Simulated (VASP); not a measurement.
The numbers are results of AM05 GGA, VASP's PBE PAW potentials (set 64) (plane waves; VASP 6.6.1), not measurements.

VASP ran on this input.

File POSCAR:
```
BaF2
1
   -0.0000000000     3.1088823908     3.1088823908
    3.1088823908    -0.0000000000     3.1088823908
    3.1088823908     3.1088823908     0.0000000000
Ba F
1 2
Direct
  1.0000000000   0.0000000000   1.0000000000
  0.2500000000   0.2500000000   0.2500000000
  0.7500000000   0.7500000000   0.7500000000
```

### KPOINTS
```
Automatic
0
G
  6 6 6
0 0 0
```

INCAR:
```
! general
SYSTEM  = BaF2
PREC    = Accurate
ENCUT   = 520   ! plane-wave cut-off (eV)
LREAL   = .FALSE.
LASPH   = .TRUE.   ! aspherical one-centre terms

! electronic loop
EDIFF   = 1E-6   ! SCF stop (eV)
NELM    = 100
ALGO    = Normal   ! blocked Davidson
LMAXMIX = 4

! smearing
ISMEAR  = 0
SIGMA   = 0.05

! functional
GGA     = AM   ! AM05

! ions
IBRION  = 2   ! conjugate gradients
NSW     = 60   ! most ionic steps
ISIF    = 3
EDIFFG  = -0.02   ! ionic stop

! output
LWAVE   = .FALSE.
LCHARG  = .FALSE.
```

POTCAR, in this order: Ba_sv F (PBE.64 set). Program: vasp_std.

**Question.** What does the run give for the energy per atom (σ→0)?

**Answer.** 
| Property | Value |
|---|---|
| energy per atom (σ→0) | -5.713 eV/atom |

**OSZICAR**
```
...
DAV:   7    -0.170939248874E+02    0.17202E-02   -0.30122E-01   656   0.500E+00    0.217E+00
DAV:   8    -0.171249242579E+02   -0.30999E-01   -0.56130E-02   584   0.275E+00    0.264E-01
DAV:   9    -0.171367257684E+02   -0.11802E-01   -0.15055E-02   632   0.835E-01    0.162E-01
DAV:  10    -0.171401857424E+02   -0.34600E-02   -0.52115E-03   544   0.461E-01    0.351E-02
DAV:  11    -0.171401847027E+02    0.10397E-05   -0.17410E-04   656   0.106E-01    0.148E-02
DAV:  12    -0.171402294434E+02   -0.44741E-04   -0.68432E-05   512   0.580E-02    0.438E-03
DAV:  13    -0.171402294083E+02    0.35015E-07   -0.85770E-07   640   0.680E-03
   1 F= -.17140229E+02 E0= -.17140229E+02  d E =-.171402E+02
```

The compound is BaF2 in the fluorite structure. It was relaxed first. The start is the result of an earlier pass.
